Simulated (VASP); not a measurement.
VASP ran on this input.

### INCAR
```
SYSTEM = Mn
PREC = Accurate
ENCUT = 400
EDIFF = 1E-6
NELM = 100
ALGO = Normal
LREAL = .FALSE.
LASPH = .TRUE.
ISMEAR = 1
SIGMA = 0.1
GGA = PS
LMAXMIX = 4
ISPIN = 2
MAGMOM = 4.0
LORBIT = 10
LWAVE = .FALSE.
LCHARG = .FALSE.
IBRION = 2
ISIF = 3
NSW = 60
EDIFFG = -0.01
```

KPOINTS:
```
Regular mesh
0
G
14 14 14
```

### POSCAR
```
Mn
1
    2.3440770000     0.0000000000     0.0000000000
    0.0000000000     2.3440770000     0.0000000000
    0.0000000000     0.0000000000     2.3440770000
Mn
1
Direct
  0.0000000000   0.0000000000   0.0000000000
```

POTCAR, in this order: Mn_pv (PBE.64 set). Program: vasp_std.

### Question
Translate this PBEsol calculation to Ansatz.

### Answer
One equivalent input (not run):
Ansatz 0.2 input:
```yaml
crystal:
  lattice:
    - [2.3440770, 0.0000000, 0.0000000]
    - [0.0000000, 2.3440770, 0.0000000]
    - [0.0000000, 0.0000000, 2.3440770]
  atoms:
    - { symbol: Mn, position: [0.0000000, 0.0000000, 0.0000000], spin: 4 }
kpoints:
  mp_grid: { grid: [14, 14, 14] }
hamiltonian:
  xc: pbesol
  pseudopotentials: { kind: paw }
magnetization: { spin_polarized: true }
scf:
  occupations: { method: methfessel_paxton, width: 0.1 }
  max_iter: 100
relax:
  max_steps: 60
  f_tol: 0.01
  cell: {}
output: { forces: true, stress: true, eigenvalues: true }
```
The two are equivalent in intent, not identical: each code has its own PAW files, so the cut-off isn't converted (ENCUT is set for VASP's; basis.ecutwfc is left out, and Ansatz then takes the one that its files recommend); Ansatz stops its SCF on the density residual and VASP on the energy change (EDIFF).

The structure was generated: Mn was put into the simple-cubic type (Pm-3m), which need not be its known phase. This run relaxes it. Symmetry was kept, so distortions that lower it aren't found.
